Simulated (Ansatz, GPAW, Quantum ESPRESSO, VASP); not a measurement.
## ScIn2 (Cmmm, 6 atoms in the cell) computed with different codes at matched settings

Self-consistent single point.

```
ScIn2
1.0
    2.23410    -6.82859     0.00000
    2.23410     6.82859     0.00000
    0.00000     0.00000     4.45889
Sc In
2 4
Direct
  0.84357   0.15643   0.50000
  0.15643   0.84357   0.50000
  0.67608   0.32392   0.00000
  0.32392   0.67608   0.00000
  0.50000   0.50000   0.50000
  0.00000   0.00000   0.00000
```

All programs got the same cell, k-point mesh and kind of occupations (in Ansatz's words: kpoints.mp_grid.grid = 4 4 4; scf.occupations.method = gaussian; scf.occupations.width = 0.272 eV); potentials, basis and cutoffs are each program's usual ones.

| code | model | pressure (GPa) | largest force (eV/Å) | cutoff |
|---|---|---|---|---|
| GPAW | PBEsol, GPAW PAW datasets PBEsol (made by gpaw-setup) | -2.50 | 0.029 | 850 eV |
| Quantum ESPRESSO | PBEsol, PseudoDojo standard norm-conserving (PBESOL) pseudopotentials | -2.11 | 0.017 | 80 Ry |
| Ansatz | PBEsol, PAW files made with PBE | -2.20 | 0.020 | default |
| VASP | PBEsol, VASP's PBE PAW potentials (set 64) | -2.73 | 0.019 | 300 eV |

The spread over the programs that give each value: pressure within 0.62 GPa; largest force within 0.012 eV/Å.

The starting cell comes from a database of computed structures (which also holds hypothetical and non-ambient phases and stackings), without a prior relaxation at this level. On Ansatz's run: Without a gap this mesh is coarse (it stands for a supercell whose shortest vector is 18 Å).

Why do the programs differ, and what cannot be compared?

Differences of this kind can come from the potentials, where these differ, and from what each basis and cutoff leave unconverged. The zero of total energies and Fermi levels follows the potentials and each program's conventions, so they are not compared here. Ansatz's pressure is given at a fixed set of plane waves, as the other plane-wave codes print theirs.

The shared mesh is coarse (it stands for a supercell whose shortest vector is 18 Å), so the values are not converged in it.

VASP's run is marked for a possible Pulay error in its stress at this cutoff; no cutoff test was made.

Left out of this page: ABINIT, Elk, FLEUR and SIESTA (not drawn, or without a comparable value).

Ansatz is a program for electronic structure.

Keys are those of Ansatz 0.2.
